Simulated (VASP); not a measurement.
Given:

```
CELL_PARAMETERS angstrom
      0.00000     2.70978     2.70978
      2.70978     0.00000     2.70978
      2.70978     2.70978     0.00000
ATOMIC_POSITIONS crystal
  Si 0.00000 0.00000 0.00000
  Si 0.25000 0.25000 0.25000
```

Level of theory: PBE GGA with D3 dispersion (Becke-Johnson damping), VASP's PBE PAW potentials (set 64) (plane waves; VASP). Numerical set-up: 400 eV cut-off, 19×19×19 Γ-centred mesh, Gaussian smearing of 0.010 eV, potentials Si.

Question: Estimate the energy per atom (σ→0).

Answer: 
```
Quantity                        Value
---------------------  --------------
energy per atom (σ→0)  -5.737 eV/atom
```

The structure comes from a measured Si entry (Fd-3m) of the Crystallography Open Database, whose conditions weren't checked. It was relaxed first.
